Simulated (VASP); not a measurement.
Level of theory: PBEsol GGA, VASP's PBE PAW potentials (set 64) (plane waves; VASP).

The input files of a VASP run:

**INCAR**
```
ALGO = Normal
EDIFF = 1E-6
EDIFFG = -0.02
ENCUT = 500
GGA = PS
IBRION = 2
ISIF = 3
ISMEAR = 0
LASPH = .True.
LCHARG = .False.
LMAXMIX = 4
LREAL = .False.
LWAVE = .False.
NELM = 100
NSW = 40
PREC = Accurate
PSTRESS = 50
SIGMA = 0.05
SYSTEM = MgSe
```

### KPOINTS
```
Automatic mesh
0
Gamma
8 8 8
```

### POSCAR
```
MgSe
1.0
  0.0000000000   2.8834250080   2.8834250080
  2.8834250080   0.0000000000   2.8834250080
  2.8834250080   2.8834250080   0.0000000000
Mg Se
1 1
direct
  0.0000000000   0.0000000000   0.0000000000
  0.2500000000   0.2500000000   0.2500000000
```

POTCAR, in this order: Mg Se (PBE.64 set). Program: vasp_std.

Problem. What will the output report for the number of irreducible k-points (NKPTS), largest plane-wave count, number of space-group operations, FFT grid (NGX, NGY, NGZ)?

Solution. 
```
Quantity                                       Value
--------------------------------------  ------------
number of irreducible k-points (NKPTS)            29
largest plane-wave count                        1243
number of space-group operations                  24
FFT grid (NGX, NGY, NGZ)                30 × 30 × 30
```

The structure was generated: MgSe was put into the zinc blende type (F-43m), which need not be its known phase. It was relaxed first under an external pressure of 5 GPa.
